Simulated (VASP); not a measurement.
VASP ran on this input.

### POSCAR
```
Y(NiP)2
1
   -1.9295000000     1.9295000000     4.6660000000
    1.9295000000    -1.9295000000     4.6660000000
    1.9295000000     1.9295000000    -4.6660000000
P Ni Y
2 2 1
Direct
  0.3750000000   0.3750000000   0.0000000000
  0.6250000000   0.6250000000   0.0000000000
  0.7500000000   0.2500000000   0.5000000000
  0.2500000000   0.7500000000   0.5000000000
  0.0000000000   0.0000000000   0.0000000000
```

INCAR:
```
SYSTEM = Y(NiP)2
PREC = Accurate; ENCUT = 300; LREAL = .FALSE.
LASPH = .TRUE.
EDIFF = 1E-6; NELM = 100; ALGO = Normal
LMAXMIX = 4
ISMEAR = 0; SIGMA = 0.2
GGA = PS
MAGMOM = 2*0.0 2*2.0 0.0
ISPIN = 2
IBRION = 2; NSW = 50; ISIF = 3
EDIFFG = -0.01
LWAVE = .FALSE.; LCHARG = .FALSE.; LORBIT = 11
```

### KPOINTS
```
Automatic mesh
0
Gamma
6 6 6
0 0 0
```

POTCAR, in this order: P Ni Y_sv (PBE.64 set). Program: vasp_std.

**Question.** Write an equivalent input for Quantum ESPRESSO's pw.x.

**Answer.** One equivalent input (not run):
```
&CONTROL
  calculation = 'vc-relax'
  pseudo_dir = './pseudo'
  outdir = './out'
  tprnfor = .true.
  tstress = .true.
  nstep = 50
  forc_conv_thr = 0.00039
/
&SYSTEM
  ibrav = 0
  nat = 5
  ntyp = 3
  ecutwfc = 98
  occupations = 'smearing'
  smearing = 'gaussian'
  degauss = 0.0147
  input_dft = 'pbesol'
  nspin = 2
  starting_magnetization(2) = 0.2
/
&ELECTRONS
  conv_thr = 7.3e-08
  electron_maxstep = 100
/
&IONS
/
&CELL
/
ATOMIC_SPECIES
  P 30.974 P.upf
  Ni 58.693 Ni.upf
  Y 88.906 Y.upf
CELL_PARAMETERS angstrom
    -1.9295000    1.9295000    4.6660000
     1.9295000   -1.9295000    4.6660000
     1.9295000    1.9295000   -4.6660000
ATOMIC_POSITIONS crystal
  P    0.3750000  0.3750000  0.0000000
  P    0.6250000  0.6250000  0.0000000
  Ni   0.7500000  0.2500000  0.5000000
  Ni   0.2500000  0.7500000  0.5000000
  Y    0.0000000  0.0000000  0.0000000
K_POINTS automatic
  6 6 6 0 0 0
```
Limits of the translation: the potentials are each code's own (VASP's PAW set, PseudoDojo norm-conserving files in pw.x), so ENCUT and ecutwfc are chosen apart and not converted; conv_thr bounds pw.x's estimated SCF error, while EDIFF bounds the energy change between steps; starting_magnetization is a fraction of the valence charge and MAGMOM a moment in μB, so they match only roughly; forc_conv_thr acts on force components and is met together with etot_conv_thr.

The structure comes from a measured Ni2YP2 entry of the Crystallography Open Database, whose conditions weren't checked. This run relaxes it. Symmetry was kept, so distortions that lower it aren't found. The k-mesh is coarse (spacing up to 0.39 per Å, 2π included), so the numbers may not be converged in it. The run is one of a series of settings (EDIFFG = -0.01, IBRION = 2, ISIF = 3, NSW = 50 against the base run), some of them coarse on purpose.
